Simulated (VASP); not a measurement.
## Mg3CdSe2O2: relaxation of cell and atoms with PBE

Crystal: Mg3CdSe2O2.

```
Mg Cd Se O
1.0
     5.09729    0.00000    0.00000
    -2.54865    4.41439    0.00000
     0.00000    0.00000    6.74185
Mg Cd Se O
3 1 2 2
Direct
  0.33333 0.66667 0.00000
  0.66667 0.33333 0.00000
  0.00000 0.00000 0.50000
  0.00000 0.00000 0.00000
  0.33333 0.66667 0.50000
  0.66667 0.33333 0.50000
  0.00000 0.00000 0.74063
  0.00000 0.00000 0.25937
```

The cell was built by a generator and needn't be a form met in nature.

- Program: VASP 6.6.1
- Task: relaxation of cell and atoms
- Functional: PBE
- Potentials or basis: VASP PAW PBE potentials, release 64 (Mg, Cd, Se, O)
- Cutoff: 520 eV
- k mesh: 3 × 3 × 2
- Occupations: gaussian, width 0.15 eV
- Spin: no spin polarisation
- Further INCAR settings: PREC = Normal; ALGO = Fast; EDIFF = 0.0001; IBRION = 2; EDIFFG = -0.08; NSW = 24; ISIF = 3

```json
{"Relaxed volume": "22.73 Å³/atom", "Relaxed cell": "a = 5.265 Å, b = 5.265 Å, c = 7.576 Å, α = 90.00°, β = 90.00°, γ = 120.00°", "Space group after relaxing (to 0.05 Å)": "P6/mmm (No. 191)", "Energy gained by relaxing": "302.7 meV/atom", "Ionic steps": "8", "Pressure after relaxing": "0.2 GPa", "Largest force after relaxing": "0.066 eV/Å", "Band gap on the k mesh": "none (metal or under the smearing width)"}
```

Forces on the atoms (eV/Å):
```
Mg   0.000  0.000  0.000
Mg   0.000  0.000  0.000
Mg   0.000  0.000  0.000
Cd   0.000  0.000  0.000
Se   0.000  0.000  0.000
Se   0.000  0.000  0.000
O    0.000  0.000 -0.066
O    0.000  0.000  0.066
```

Stress tensor (GPa, compression positive):
```
 0.35  0.00  0.00
 0.00  0.35  0.00
 0.00  0.00 -0.21
```

Step by step:
```tsv
step	energy change (eV)	largest force (eV/Å)	pressure (GPa)	volume (Å³)
1	0.0000	0.6795	20.10	151.70
2	-1.0436	0.7494	-6.44	207.51
3	-2.3497	1.1948	0.67	178.16
4	-2.3509	1.1840	0.92	177.61
5	-2.3508	1.1787	1.15	177.08
6	-2.4112	0.4787	0.28	181.21
7	-2.4146	0.1640	0.37	180.41
8	-2.4216	0.0658	0.16	181.85
```

Final structure:
```
Mg Cd Se O
1.0
     5.26462    0.00000    0.00000
    -2.63231    4.55929    0.00000
     0.00000    0.00000    7.57602
Mg Cd Se O
3 1 2 2
Direct
  0.33333 0.66667 0.00000
  0.66667 0.33333 0.00000
  0.00000 0.00000 0.50000
  0.00000 0.00000 0.00000
  0.33333 0.66667 0.50000
  0.66667 0.33333 0.50000
  0.00000 0.00000 0.74272
  0.00000 0.00000 0.25728
```

Levels at points of the mesh, in eV from the Fermi level:
```csv
k point,band 19,band 20,band 21,band 22,band 23,band 24
"(0.00, 0.00, 0.00)",-1.23,0.04,0.06,0.06,2.17,2.17
"(0.00, 0.00, 0.50)",-0.36,-0.03,0.36,0.36,1.59,2.08
```

It took 46 s on 2 MPI ranks on Intel(R) Xeon(R) Platinum 8488C (Sapphire Rapids) (shared host), peak memory 0.19 GiB a rank.

Caveat: the k mesh is coarse (spacing up to 0.47 Å⁻¹), so the values aren't converged; the volume moved by over 15 % at a fixed basis, so the end points are rough; the relaxation stopped at a loose force limit of 0.08 eV/Å, so its end isn't a converged minimum.
